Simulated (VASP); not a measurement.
Output of a VASP run:

**OUTCAR**
```
 ion  position               nearest neighbor table
   1  0.333  0.667  0.879-   6 2.73   6 2.73   6 2.73   4 3.63
   2  0.667  0.333  0.379-   5 2.73   5 2.73   5 2.73   3 3.63
   3  0.667  0.333  0.121-   5 2.73   5 2.73   5 2.73   2 3.63
   4  0.333  0.667  0.621-   6 2.73   6 2.73   6 2.73   1 3.63
   5  0.333  0.667  0.250-   2 2.73   3 2.73   2 2.73   3 2.73   2 2.73   3 2.73
   6  0.667  0.333  0.750-   1 2.73   4 2.73   1 2.73   4 2.73   1 2.73   4 2.73
  LATTYP: Found a hexagonal cell.
 ALAT       =     3.5321842032
 C/A-ratio  =     3.9741185299
 Subroutine PRICEL returns:
 Original cell was already a primitive cell.
 Subroutine GETGRP returns: Found 24 space group operations
The static configuration has the point symmetry D_3d.
 The point group associated with its full space group is D_6h.
The dynamic configuration has the point symmetry D_3d.
 Subroutine INISYM returns: Found 24 space group operations
 Subroutine IBZKPT returns following result:
 Found     16 irreducible k-points:

 Following reciprocal coordinates:
            Coordinates               Weight
  0.000000  0.000000  0.000000      1.000000
  0.142857  0.000000  0.000000      6.000000
  0.285714  0.000000  0.000000      6.000000
  0.428571  0.000000  0.000000      6.000000
  0.142857  0.142857  0.000000      6.000000
  0.285714  0.142857  0.000000     12.000000
  0.428571  0.142857  0.000000      6.000000
  0.285714  0.285714  0.000000      6.000000
  0.000000  0.000000  0.500000      1.000000
  0.142857  0.000000  0.500000      6.000000
  0.285714  0.000000  0.500000      6.000000
  0.428571  0.000000  0.500000      6.000000
  0.142857  0.142857  0.500000      6.000000
  0.285714  0.142857  0.500000     12.000000
  0.428571  0.142857  0.500000      6.000000
  0.285714  0.285714  0.500000      6.000000
   k-points           NKPTS =     16   k-points in BZ     NKDIM =     16   number of bands    NBANDS=     31
   number of dos      NEDOS =    301   number of ions     NIONS =      6
   total plane-waves  NPLWV =  84672
   dimension x,y,z NGX =    28 NGY =   28 NGZ =  108
   dimension x,y,z NGXF=    56 NGYF=   56 NGZF=  216
   ions per type =               4   2
   PREC   = accura    normal or accurate (medium, high low for compatibility)
   ISTART =      0    job   : 0-new  1-cont  2-samecut
   ICHARG =      2    charge: 1-file 2-atom 10-const
   ISPIN  =      1    spin polarized calculation?
   LNONCOLLINEAR =      F non collinear calculations
   LSORBIT =      F    spin-orbit coupling
   INIWAV =      1    electr: 0-lowe 1-rand  2-diag
   ENCUT  =  520.0 eV  38.22 Ry    6.18 a.u.   6.57  6.57 26.10*2*pi/ulx,y,z
   NELM   =    100;   NELMIN=  2; NELMDL= -5     # of ELM steps
   EDIFF  = 0.1E-05   stopping-criterion for ELM
   LREAL  =      F    real-space projection
   NLSPLINE    = F    spline interpolate recip. space projectors
   LMAXMIX     =    4 max onsite mixed and CHGCAR
   VOSKOWN=      0    Vosko Wilk Nusair interpolation
   EDIFFG = -.2E-01   stopping-criterion for IOM
   NSW    =     60    number of steps for IOM
   NBLOCK =      1;   KBLOCK =     60    inner block; outer block
   IBRION =      2    ionic relax: 0-MD 1-quasi-New 2-CG
   NFREE  =      1    steps in history (QN), initial steepest desc. (CG)
   ISIF   =      3    stress and relaxation
   ISYM   =      2    0-nonsym 1-usesym 2-fastsym
   TEIN   =    0.0    initial temperature
   TEBEG  =    0.0;   TEEND  =   0.0 temperature during run
   SMASS  =  -3.00    Nose mass-parameter (am)
   PSTRESS=    0.0 pullay stress
   NELECT =      52.0000    total number of electrons
   EFERMI =   0.00;   METHOD = LEGACY
   ISMEAR =     0;   SIGMA  =   0.05  broadening in eV -4-tet -1-fermi 0-gaus
   IALGO  =     38    algorithm
   LDIAG  =      T    sub-space diagonalisation (order eigenvalues)
   IMIX   =      4    mixing-type and parameters
     AMIX     =   0.40;   BMIX     =  1.00
     AMIX_MAG =   1.60;   BMIX_MAG =  1.00
     AMIN     =   0.10
   GGA     = MK    functional components
   VOSKOWN =     0    Vosko Wilk Nusair interpolation
...
```

**OSZICAR**
```
       N       E                     dE             d eps       ncg     rms          rms(c)
DAV:   1     0.418800301621E+03    0.41880E+03   -0.27291E+04  1152   0.151E+03
DAV:   2    -0.681722683502E+00   -0.41948E+03   -0.41127E+03  1250   0.348E+02
DAV:   3    -0.237785026985E+02   -0.23097E+02   -0.22824E+02  1216   0.690E+01
DAV:   4    -0.244424472499E+02   -0.66394E+00   -0.66007E+00  1244   0.113E+01
DAV:   5    -0.244638706998E+02   -0.21423E-01   -0.21409E-01  1305   0.202E+00    0.211E+01
DAV:   6    -0.237299584490E+02    0.73391E+00   -0.10242E+01  1120   0.153E+01    0.900E+00
DAV:   7    -0.236258510437E+02    0.10411E+00   -0.98472E+00  1093   0.127E+01    0.652E+00
DAV:   8    -0.231848960191E+02    0.44096E+00   -0.17870E+00  1179   0.608E+00    0.314E+00
DAV:   9    -0.231810333753E+02    0.38626E-02   -0.30375E-01  1325   0.243E+00    0.116E+00
DAV:  10    -0.231756715520E+02    0.53618E-02   -0.43529E-02  1230   0.104E+00    0.324E-01
DAV:  11    -0.231760133651E+02   -0.34181E-03   -0.21416E-03  1216   0.254E-01    0.219E-01
DAV:  12    -0.231759463541E+02    0.67011E-04   -0.23229E-04  1134   0.791E-02    0.137E-01
DAV:  13    -0.231759194973E+02    0.26857E-04   -0.11470E-04  1320   0.564E-02    0.639E-02
DAV:  14    -0.231759197581E+02   -0.26081E-06   -0.50099E-06  1042   0.103E-02
   1 F= -.23175920E+02 E0= -.23175920E+02  d E =-.231759E+02
```

### OUTCAR
```
------------------------ aborting loop because EDIFF is reached ----------------------------------------
  FORCE on cell =-STRESS in cart. coord.  units (eV):
  Direction    XX          YY          ZZ          XY          YZ          ZX
  --------------------------------------------------------------------------------------
  Total       -0.0314235     -0.0314235      0.0279371     -0.0000000      0.0000000      0.0000000
  in kB       -0.3319434     -0.3319433      0.2951149     -0.0000000      0.0000000      0.0000000
  external PRESSURE =      -0.1229239 kB  Pullay stress =       0.0000000 kB
  volume of cell :      151.67
      direct lattice vectors                 reciprocal lattice vectors
     1.766092286 -3.058961144  0.000000000     0.283110913 -0.163454185  0.000000000
     1.766092286  3.058961144  0.000000000     0.283110913  0.163454185  0.000000000
     0.000000000  0.000000000 14.037318693     0.000000000  0.000000000  0.071238676
 POSITION                                       TOTAL-FORCE (eV/Angst)
 -----------------------------------------------------------------------------------
      1.76609      1.01966     12.34357         0.000000     -0.000000     -0.006079
      1.76609     -1.01966      5.32491         0.000000      0.000000     -0.006079
      1.76609     -1.01966      1.69375         0.000000      0.000000      0.006079
      1.76609      1.01966      8.71240         0.000000     -0.000000      0.006079
      1.76609      1.01966      3.50933        -0.000000     -0.000000      0.000000
      1.76609     -1.01966     10.52799         0.000000     -0.000000      0.000000
 -----------------------------------------------------------------------------------
    total drift:                                0.000258      0.001634     -0.000026
  FREE ENERGIE OF THE ION-ELECTRON SYSTEM (eV)
  ---------------------------------------------------
  free  energy   TOTEN  =       -23.1759197581 eV

  energy  without entropy=      -23.1759197581  energy(sigma->0) =      -23.17591976

 reached required accuracy - stopping structural energy minimisation
```
(Selected blocks of OUTCAR.)

### POSCAR
```
MoTe2
1
    1.7660922859    -3.0589611444    -0.0000000000
    1.7660922859     3.0589611444    -0.0000000000
    0.0000000000     0.0000000000    14.0373186929
Te Mo
4 2
Direct
  0.3333330000   0.6666670000   0.8793398287
  0.6666670000   0.3333330000   0.3793398287
  0.6666670000   0.3333330000   0.1206601713
  0.3333330000   0.6666670000   0.6206601713
  0.3333330000   0.6666670000   0.2500000000
  0.6666670000   0.3333330000   0.7500000000
```

Task: Write an INCAR and KPOINTS that could have produced this output.

Result: This is not unique; one that fits is the input of the run itself, optB86b-vdW, plane waves, VASP's PBE PAW potentials (set 64).

**KPOINTS**
```
Automatic
0
G
7 7 2
0 0 0
```

**INCAR**
```
PARAM2 = 1.0
LUSE_VDW = .True.
AGGAC = 0.0
EDIFF = 1E-6   ! SCF stop (eV)
LREAL = .False.   ! projection in real space or not
IBRION = 2
GGA = MK
ENCUT = 520
ISMEAR = 0
ISIF = 3
LMAXMIX = 4   ! l cut-off of mixed one-centre charges
PARAM1 = 0.1234
EDIFFG = -0.02
ALGO = Normal
NSW = 60
LWAVE = .False.
LASPH = .True.
SIGMA = 0.05
PREC = Accurate
NELM = 100   ! most electronic steps
SYSTEM = MoTe2
LCHARG = .False.
```

POTCAR, in this order: Te Mo_sv (PBE.64 set). Program: vasp_std.

The compound is MoTe2 in the 2H layered structure. It was relaxed first. The start is the result of an earlier pass.
